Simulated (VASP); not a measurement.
```xyz
4
Lattice="1.2394 -2.1466 0.0000 1.2394 2.1466 0.0000 0.0000 0.0000 8.9391" Properties=species:S:1:pos:R:3 pbc="T T T"
C      0.0000     0.0000     2.2348
C      0.0000     0.0000     6.7043
C      1.2394     0.7155     2.2348
C      1.2394    -0.7155     6.7043
```

Calculation: RPBE GGA, VASP's PBE PAW potentials (set 64) (plane waves; VASP 6.6.1). Settings: 520 eV cut-off, Gaussian smearing of 0.050 eV, potentials C.

Without a dispersion term in the relaxation, distances and binding between the weakly bound layers, chains or molecules are unreliable, and so is what depends on them.

Give the energies of bands 3 to 10 at the high-symmetry points, in eV from the Fermi level.

| band | Γ | M | K | A | L | H |
|---|---|---|---|---|---|---|
| 3 | -7.67 | -13.17 | -12.62 | -7.50 | -13.17 | -12.62 |
| 4 | -7.33 | -13.17 | -12.62 | -7.50 | -13.17 | -12.62 |
| 5 | -3.04 | -6.37 | -10.43 | -3.04 | -6.37 | -10.43 |
| 6 | -3.04 | -6.37 | -10.43 | -3.04 | -6.37 | -10.43 |
| 7 | -3.04 | -2.38 | -0.09 | -3.04 | -2.33 | 0.00 |
| 8 | -3.04 | -2.29 | 0.00 | -3.04 | -2.33 | 0.00 |
| 9 | 3.21 | 1.63 | 0.00 | 4.30 | 1.69 | 0.00 |
| 10 | 6.12 | 1.78 | 0.09 | 4.30 | 1.69 | 0.00 |

It has no gap at this level: it comes out as a metal or semimetal.

The compound is C in the graphite structure. It was relaxed first, which changed the volume by +35 %.
